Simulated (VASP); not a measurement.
Wanted: the native input for a VASP 6.6.1 run.

```
Task                   : relaxation of cell and atoms
Functional             : LDA
Potentials or basis    : VASP PAW LDA potentials, release 64 (Sn_d, Se)
Cutoff                 : 600 eV
k mesh                 : 9 × 9 × 5
Occupations            : gaussian, width 0.03 eV
Spin                   : no spin polarisation
Target pressure        : 5.1 GPa
Further INCAR settings : ALGO = Normal; EDIFF = 1e-06; IBRION = 2; EDIFFG = -0.01; NSW = 90; ISIF = 3
Target pressure        : 5.1 GPa
```

The structure of SnSe2 lies in POSCAR:

```
SnSe2
1.0
    3.8110000000      0.0000000000      0.0000000000
   -1.9055000000      3.3004228138      0.0000000000
    0.0000000000      0.0000000000      6.1360000000
Sn Se
1 2
Direct
    0.0000000000      0.0000000000      0.0000000000
    0.3333333333      0.6666666667      0.2490000000
    0.6666666667      0.3333333333      0.7510000000
```

One way to write it, as run:

INCAR

```
SYSTEM = SnSe2
PREC = Accurate
ENCUT = 600
EDIFF = 1E-6
ISMEAR = 0
SIGMA = 0.03
LREAL = .False.
LASPH = .True.
NELM = 80
ALGO = Normal
ISIF = 3
LWAVE = .False.
LCHARG = .False.
IBRION = 2
NSW = 90
EDIFFG = -0.01
PSTRESS = 51.0
```

KPOINTS

```
regular mesh
0
Gamma
  9 9 5
  0 0 0
```

Potentials or basis: VASP PAW LDA potentials, release 64 (Sn_d, Se).

Command:

```console
$ cat potpaw_LDA.64/Sn_d/POTCAR potpaw_LDA.64/Se/POTCAR > POTCAR
$ mpirun -np 1 vasp_std > vasp.out
```

It gave:

```yaml
Relaxed_volume: 22.24 Å³/atom
Relaxed_cell: a = 3.760 Å, b = 3.760 Å, c = 5.449 Å, α = 90.00°, β = 90.00°, γ = 120.00°
Space_group_after_relaxing_to_0.05_Å: P-3m1 (No. 164)
Energy_change_on_relaxing_the_enthalpy_is_what_falls: +19.3 meV/atom
Ionic_steps: 14
Pressure_after_relaxing: 5.1 GPa
Largest_force_after_relaxing: 0.007 eV/Å
Band_gap_on_the_k_mesh: none (metal or under the smearing width)
```

Caveat: the cell is relaxed towards a set pressure, so the enthalpy falls and the energy may rise.

Run time: 4.9 min on 1 thread of AMD EPYC 9R45 96-Core Processor (Zen 5) (shared host), peak memory 0.21 GiB.
